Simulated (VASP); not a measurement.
Here is the system:

```xyz
1
Lattice="0.0000 1.9818 1.9818 1.9818 0.0000 1.9818 1.9818 1.9818 0.0000" Properties=species:S:1:pos:R:3 pbc="T T T"
Pt     0.0000     0.0000     0.0000
```

Calculation: PBE GGA with D3 dispersion (Becke-Johnson damping), VASP's PBE PAW potentials (set 64) (plane waves; VASP 6.6.1). Numerical set-up: 520 eV cut-off, 16×16×16 Γ-centred mesh, first-order Methfessel-Paxton smearing of 0.10 eV, potentials Pt.

Task: Give the stress tensor in GPa (positive for a compressed cell).

Result: 
```
-7.55   0.00   0.00
 0.00  -7.55   0.00
 0.00   0.00  -7.55
```
The pressure is its mean diagonal, -7.55 GPa.

The compound is Pt in the fcc structure. This cell is one point of a volume scan, at 1.03 of the reference volume.
